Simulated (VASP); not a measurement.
Consider the following.

```yaml
crystal:
  lattice:
    - [1.30521, -2.26069, 0.00000]
    - [1.30521, 2.26069, 0.00000]
    - [0.00000, 0.00000, 4.11416]
  atoms:
    - { symbol: Ru, position: [0.33333, 0.66667, 0.25000] }
    - { symbol: Ru, position: [0.66667, 0.33333, 0.75000] }
```

Method: PBE GGA, VASP's PBE PAW potentials (set 64) (plane waves; VASP). Settings: 480 eV cut-off, 14×14×8 Γ-centred mesh, first-order Methfessel-Paxton smearing of 0.10 eV, potentials Ru_pv.

### Question
Predict the energy per atom (σ→0), pressure, band gap (on the k-mesh) with the smallest direct gap where there is one.

### Answer

The band gap (on the k-mesh) is none (metal, semimetal or under 0.01 eV) and the energy per atom (σ→0) is -867.4 kJ/mol of atoms. The pressure is 534.2 kbar.

The absolute energy has meaning only against runs of the same code, potentials and settings.

The compound is Ru in the hcp structure. This cell was strained or had an atom moved on purpose.
